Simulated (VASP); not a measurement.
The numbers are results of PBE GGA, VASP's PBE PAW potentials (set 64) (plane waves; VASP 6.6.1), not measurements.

Input for VASP

### KPOINTS
```
Automatic mesh
0
Gamma
10 10 10
0 0 0
```

POSCAR:
```
AuZn
1
    3.1500000000     0.0000000000     0.0000000000
    0.0000000000     3.1500000000     0.0000000000
    0.0000000000     0.0000000000     3.1500000000
Zn Au
1 1
Direct
  0.5000000000   0.5000000000   0.5000000000
  0.0000000000   0.0000000000   0.0000000000
```

### INCAR
```
! general
SYSTEM  = AuZn
PREC    = Accurate
ENCUT   = 400
LREAL   = .FALSE.
LASPH   = .TRUE.

! electronic loop
EDIFF   = 1E-6
NELM    = 100
ALGO    = Normal
LMAXMIX = 6

! smearing
ISMEAR  = 1
SIGMA   = 0.1

! functional
GGA     = PE

! ions
IBRION  = 2
NSW     = 60
ISIF    = 3
EDIFFG  = -0.01

! output
LWAVE   = .FALSE.
LCHARG  = .FALSE.
```

POTCAR, in this order: Zn Au (PBE.64 set). Program: vasp_std.

Output of the run:

OUTCAR:
```
 ion  position               nearest neighbor table
   1  0.500  0.500  0.500-   2 2.73   2 2.73   2 2.73   2 2.73   2 2.73   2 2.73   2 2.73   2 2.73
  LATTYP: Found a simple cubic cell.
 ALAT       =     3.1500000000
 Subroutine PRICEL returns:
 Original cell was already a primitive cell.
 Subroutine GETGRP returns: Found 48 space group operations
The static configuration has the point symmetry O_h .
The dynamic configuration has the point symmetry O_h .
 Subroutine INISYM returns: Found 48 space group operations
 Subroutine IBZKPT returns following result:
 Found     56 irreducible k-points:

 Following reciprocal coordinates:
            Coordinates               Weight
  0.000000  0.000000  0.000000      1.000000
  0.100000  0.000000  0.000000      6.000000
  0.200000  0.000000  0.000000      6.000000
  0.300000  0.000000  0.000000      6.000000
  0.400000  0.000000  0.000000      6.000000
  0.500000  0.000000  0.000000      3.000000
  0.100000  0.100000  0.000000     12.000000
  0.200000  0.100000  0.000000     24.000000
  0.300000  0.100000  0.000000     24.000000
  0.400000  0.100000  0.000000     24.000000
...
```

OSZICAR:
```
       N       E                     dE             d eps       ncg     rms          rms(c)
DAV:   1     0.108845029917E+03    0.10885E+03   -0.10114E+04  1712   0.167E+03
DAV:   2    -0.197587219142E+01   -0.11082E+03   -0.10774E+03  1778   0.303E+02
DAV:   3    -0.517667958707E+01   -0.32008E+01   -0.31934E+01  2051   0.620E+01
DAV:   4    -0.519340520102E+01   -0.16726E-01   -0.16725E-01  1932   0.389E+00
DAV:   5    -0.519362882643E+01   -0.22363E-03   -0.22363E-03  2100   0.458E-01    0.849E+00
DAV:   6    -0.476837604438E+01    0.42525E+00   -0.14630E+00  1729   0.143E+01    0.538E+00
DAV:   7    -0.474211515470E+01    0.26261E-01   -0.35776E-02  2217   0.431E+00    0.286E+00
DAV:   8    -0.473374085027E+01    0.83743E-02   -0.99803E-03  1891   0.117E+00    0.145E-01
DAV:   9    -0.473375997468E+01   -0.19124E-04   -0.35631E-04  1957   0.262E-01    0.744E-02
DAV:  10    -0.473377144895E+01   -0.11474E-04   -0.42839E-05  2053   0.111E-01    0.179E-02
DAV:  11    -0.473377171067E+01   -0.26172E-06   -0.92135E-06  1876   0.731E-02
   1 F= -.47337717E+01 E0= -.47336483E+01  d E =-.473377E+01
       N       E                     dE             d eps       ncg     rms          rms(c)
DAV:   1    -0.567093898558E+01   -0.93717E+00   -0.14283E+01  1680   0.722E+01    0.663E+00
DAV:   2    -0.481423219040E+01    0.85671E+00   -0.26694E+00  1883   0.291E+01    0.254E+00
DAV:   3    -0.475794607941E+01    0.56286E-01   -0.10464E-01  1939   0.414E+00    0.172E+00
DAV:   4    -0.473918259111E+01    0.18763E-01   -0.18352E-02  2378   0.269E+00    0.206E-01
DAV:   5    -0.473832802512E+01    0.85457E-03   -0.34358E-03  1736   0.756E-01    0.512E-02
DAV:   6    -0.473834311745E+01   -0.15092E-04   -0.22512E-04  1820   0.145E-01    0.246E-02
DAV:   7    -0.473834505811E+01   -0.19407E-05   -0.43896E-05  2239   0.101E-01    0.384E-03
DAV:   8    -0.473834523972E+01   -0.18161E-06   -0.25180E-06  1304   0.185E-02
   2 F= -.47383452E+01 E0= -.47381869E+01  d E =-.457353E-02
       N       E                     dE             d eps       ncg     rms          rms(c)
DAV:   1    -0.494080210871E+01   -0.20246E+00   -0.28308E+00  1708   0.296E+01    0.294E+00
DAV:   2    -0.475938687100E+01    0.18142E+00   -0.64362E-01  1918   0.190E+01    0.947E-01
DAV:   3    -0.474987036267E+01    0.95165E-02   -0.23961E-02  1694   0.181E+00    0.636E-01
DAV:   4    -0.474695280017E+01    0.29176E-02   -0.15426E-03  2512   0.129E+00    0.276E-01
DAV:   5    -0.474608808393E+01    0.86472E-03   -0.66557E-04  2237   0.406E-01    0.269E-02
DAV:   6    -0.474608801935E+01    0.64579E-07   -0.84778E-05  1771   0.122E-01    0.104E-02
DAV:   7    -0.474608833431E+01   -0.31497E-06   -0.18566E-06  1336   0.525E-02
   3 F= -.47460883E+01 E0= -.47459865E+01  d E =-.123166E-01
```

**OUTCAR**
```
------------------------ aborting loop because EDIFF is reached ----------------------------------------
  FORCE on cell =-STRESS in cart. coord.  units (eV):
  Direction    XX          YY          ZZ          XY          YZ          ZX
  --------------------------------------------------------------------------------------
  Total        0.0154693      0.0154693      0.0154693     -0.0000000      0.0000000     -0.0000000
  in kB        0.7684831      0.7684831      0.7684831     -0.0000000      0.0000000     -0.0000000
  external PRESSURE =       0.7684831 kB  Pullay stress =       0.0000000 kB
  volume of cell :       32.25
      direct lattice vectors                 reciprocal lattice vectors
     3.183093677  0.000000000  0.000000000     0.314159777 -0.000000000 -0.000000000
     0.000000000  3.183093677  0.000000000     0.000000000  0.314159777 -0.000000000
     0.000000000  0.000000000  3.183093677     0.000000000  0.000000000  0.314159777
 POSITION                                       TOTAL-FORCE (eV/Angst)
 -----------------------------------------------------------------------------------
      1.59155      1.59155      1.59155         0.000000      0.000000      0.000000
      0.00000      0.00000      0.00000        -0.000000     -0.000000      0.000000
 -----------------------------------------------------------------------------------
    total drift:                                0.000000      0.000000     -0.000000
  FREE ENERGIE OF THE ION-ELECTRON SYSTEM (eV)
  ---------------------------------------------------
  free  energy   TOTEN  =        -4.7460883343 eV

  energy  without entropy=       -4.7457828773  energy(sigma->0) =       -4.74598652

 reached required accuracy - stopping structural energy minimisation
```
(Selected blocks of OUTCAR.)

CONTCAR:
```
AuZn
   1.00000000000000
     3.1830936766625095    0.0000000000000000    0.0000000000000000
     0.0000000000000000    3.1830936766625095    0.0000000000000000
     0.0000000000000000    0.0000000000000000    3.1830936766625095
  Zn              Au
     1     1
Direct
     0.5000000000000000    0.5000000000000000    0.5000000000000000
     0.0000000000000000    0.0000000000000000    0.0000000000000000
```

Energy and stress use the plane-wave basis of the starting cell.

The compound is AuZn in the CsCl type structure. This run relaxes it. Symmetry was kept, so distortions that lower it aren't found. The electron count is odd and the run is not spin-polarised, which forces a metal.
